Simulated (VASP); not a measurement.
Set up this calculation in VASP 6.6.1, as the native input.

```yaml
Task: single point
Functional: PBE
Potentials_or_basis: VASP PAW PBE potentials, release 64 (Y_sv, Cu, F)
Cutoff: 520 eV
k_mesh: 7 × 7 × 7
Occupations: fermi-dirac, width 0.05 eV
Spin: no spin polarisation
Further_INCAR_settings: ALGO = Normal; EDIFF = 1e-07; NBANDS = 38
```

The structure of YCuF5 lies in POSCAR:

```
YCuF5
1.0
   -2.1161470000      3.4755020000      4.0332750000
    2.1161470000     -3.4755020000      4.0332750000
    2.1161470000      3.4755020000     -4.0332750000
Y Cu F
1 1 5
Direct
    0.5000000000      0.5000000000      0.0000000000
    0.0000000000      0.0000000000      0.0000000000
    0.5000000000      0.0000000000      0.5000000000
    0.7743450000      0.7743450000      0.0000000000
    0.2256550000      0.2256550000      0.0000000000
    0.1868900000      0.5000000000      0.6868900000
    0.8131100000      0.5000000000      0.3131100000
```

The cell comes from a database or a generator and needn't be the stable form of this composition.

These files were run (other wordings do the same):

INCAR

```
PREC     = Accurate       # precision mode
ENCUT    = 520            # plane-wave cutoff, eV
EDIFF    = 1E-7           # SCF threshold, eV
ISMEAR   = -1             # smearing method
SIGMA    = 0.05           # smearing width, eV
LREAL    = F              # projectors in reciprocal space
LASPH    = T              # aspherical terms in the spheres
NELM     = 60             # most SCF steps
ALGO     = Normal         # electronic algorithm
ISIF     = 2              # what is computed and relaxed
LWAVE    = F              # write WAVECAR
LCHARG   = T              # write CHGCAR
GGA      = PE             # functional
LELF     = T              # ELF
LVHAR    = T            
NBANDS   = 38             # bands
```

KPOINTS

```
Automatic mesh
0
Gamma
  7 7 7
```

Potentials or basis: VASP PAW PBE potentials, release 64 (Y_sv, Cu, F).

Launch:

```bash
$ cat potpaw_PBE.64/Y_sv/POTCAR potpaw_PBE.64/Cu/POTCAR potpaw_PBE.64/F/POTCAR > POTCAR
$ mpirun -np 1 vasp_std > vasp.out
```

Results of the run:

| Quantity | Value |
| --- | --- |
| Pressure | -0.4 GPa |
| Largest force | 0.102 eV/Å |
| Band gap on the k mesh | none (metal or under the smearing width) |

Caveat: an odd number of electrons without spin polarisation forces a metal; a magnetic or distorted state may lie lower; the run has no spin polarisation, though such a crystal can be magnetic; semilocal functionals often make such compounds metallic where correlation or magnetic order opens a gap, which also shifts bond lengths.

Wall time 7.8 min on 1 thread of Intel(R) Xeon(R) Platinum 8488C (Sapphire Rapids), on a shared host, peak memory 0.51 GiB.
